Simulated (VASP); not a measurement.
Given:

```xyz
2
Lattice="0.0000 3.2346 3.2346 3.2346 0.0000 3.2346 3.2346 3.2346 0.0000" Properties=species:S:1:pos:R:3 pbc="T T T"
Te     3.2346     3.2346     3.2346
Pb     3.2346     3.2346     6.4691
```

Computed with PBE GGA with D4 dispersion, VASP's PBE PAW potentials (set 64) (plane waves; VASP). Settings: 520 eV cut-off, 8×8×8 Γ-centred mesh, tetrahedra with Blöchl corrections, potentials Te Pb_d.

Unless said otherwise, spin-orbit coupling is left out, though it shifts the bands of the heavy elements here.

Problem. Tabulate the total density of states (states/eV per cell) against energy (eV; zero at the valence-band maximum or, without a gap, the Fermi level).

Solution. 
(E (eV), DOS (states/eV)): (-9.95, 0.00); (-9.35, 0.00); (-8.75, 0.00); (-8.15, 1.95); (-7.55, 1.23); (-6.95, 0.36); (-6.35, 0.14); (-5.87, 0.04); (-5.27, 0.00); (-4.67, 0.00); (-4.07, 0.42); (-3.47, 0.79); (-2.87, 1.49); (-2.27, 1.89); (-1.67, 2.01); (-1.07, 1.87); (-0.47, 1.50); (0.13, 0.00); (0.61, 0.00); (1.21, 0.17); (1.81, 2.01); (2.41, 1.36); (3.01, 1.41); (3.61, 1.91); (4.21, 1.56)
Within 2 eV below the valence-band maximum the largest weight inside VASP's projection spheres is Te p.

The compound is PbTe in the rock salt structure. It was relaxed first.
